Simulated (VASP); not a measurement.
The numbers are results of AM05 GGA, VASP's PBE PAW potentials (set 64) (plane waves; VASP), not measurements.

The input files of a VASP run:

File POSCAR:
```
Ca
1
    0.0000000000     2.7458535717     2.7458535717
    2.7458535717     0.0000000000     2.7458535717
    2.7458535717     2.7458535717     0.0000000000
Ca
1
Direct
  0.0000000000   0.0000000000   0.0000000000
```

KPOINTS:
```
Automatic mesh
0
Gamma
13 13 13
0 0 0
```

### INCAR
```
# general
SYSTEM = Ca
PREC   = Accurate
ENCUT  = 520
LREAL  = .FALSE.
LASPH  = .TRUE.   # aspherical one-centre terms

# electronic loop
EDIFF  = 1E-7   # SCF stop (eV)
NELM   = 100   # most electronic steps
ALGO   = Normal   # blocked Davidson

# smearing
ISMEAR = -5

# functional
GGA    = AM   # AM05

# ions
ISIF   = 2   # forces and stress, cell fixed

# output
LWAVE  = .FALSE.
LCHARG = .TRUE.
LORBIT = 11   # lm-projected
NEDOS  = 601   # DOS grid
```

POTCAR, in this order: Ca_sv (PBE.64 set). Program: vasp_std.

The run wrote:

**OSZICAR**
```
       N       E                     dE             d eps       ncg     rms          rms(c)
DAV:   1     0.636150610997E+02    0.63615E+02   -0.50950E+03  1512   0.101E+03
DAV:   2    -0.664638677926E+00   -0.64280E+02   -0.64060E+02  1573   0.230E+02
DAV:   3    -0.196826079599E+01   -0.13036E+01   -0.12988E+01  2359   0.348E+01
DAV:   4    -0.201936565441E+01   -0.51105E-01   -0.51428E-01  2220   0.522E+00
DAV:   5    -0.202036168773E+01   -0.99603E-03   -0.99275E-03  2459   0.511E-01    0.238E+00
DAV:   6    -0.201130302037E+01    0.90587E-02   -0.85496E-03  2016   0.131E+00    0.142E+00
DAV:   7    -0.200565454865E+01    0.56485E-02   -0.16770E-02  1765   0.186E+00    0.885E-02
DAV:   8    -0.200552031912E+01    0.13423E-03   -0.12559E-03  2156   0.337E-01    0.225E-02
DAV:   9    -0.200552604590E+01   -0.57268E-05   -0.51942E-05  2402   0.539E-02    0.194E-02
DAV:  10    -0.200553197872E+01   -0.59328E-05   -0.38251E-05  1855   0.860E-02    0.292E-02
DAV:  11    -0.200552667269E+01    0.53060E-05   -0.66773E-06  1791   0.388E-02    0.270E-03
DAV:  12    -0.200552632186E+01    0.35084E-06   -0.69709E-07  2328   0.641E-03    0.757E-04
DAV:  13    -0.200552669828E+01   -0.37642E-06   -0.13629E-08  1044   0.116E-03    0.307E-04
DAV:  14    -0.200552665993E+01    0.38348E-07   -0.30638E-09   993   0.560E-04
   1 F= -.20055267E+01 E0= -.20055267E+01  d E =0.000000E+00
```

**OUTCAR**
```
------------------------ aborting loop because EDIFF is reached ----------------------------------------
  FORCE on cell =-STRESS in cart. coord.  units (eV):
  Direction    XX          YY          ZZ          XY          YZ          ZX
  --------------------------------------------------------------------------------------
  Total       -0.0330324     -0.0330324     -0.0330324     -0.0000000      0.0000000     -0.0000000
  in kB       -1.2781684     -1.2781684     -1.2781684     -0.0000000      0.0000000     -0.0000000
  external PRESSURE =      -1.2781684 kB  Pullay stress =       0.0000000 kB
  volume of cell :       41.41
      direct lattice vectors                 reciprocal lattice vectors
     0.000000000  2.745853572  2.745853572    -0.182092740  0.182092740  0.182092740
     2.745853572  0.000000000  2.745853572     0.182092740 -0.182092740  0.182092740
     2.745853572  2.745853572  0.000000000     0.182092740  0.182092740 -0.182092740
 POSITION                                       TOTAL-FORCE (eV/Angst)
 -----------------------------------------------------------------------------------
      0.00000      0.00000      0.00000         0.000000      0.000000      0.000000
 -----------------------------------------------------------------------------------
    total drift:                               -0.000000     -0.000000     -0.000000
  FREE ENERGIE OF THE ION-ELECTRON SYSTEM (eV)
  ---------------------------------------------------
  free  energy   TOTEN  =        -2.0055266599 eV

  energy  without entropy=       -2.0055266599  energy(sigma->0) =       -2.00552666

 total charge

# of ion       s       p       d       tot
------------------------------------------
    1        2.085   5.832   0.164   8.082
```
(Selected blocks of OUTCAR.)

For a metal the tetrahedron method with Blöchl corrections gives inexact stress and forces.

The compound is Ca in the fcc structure. It was relaxed first.
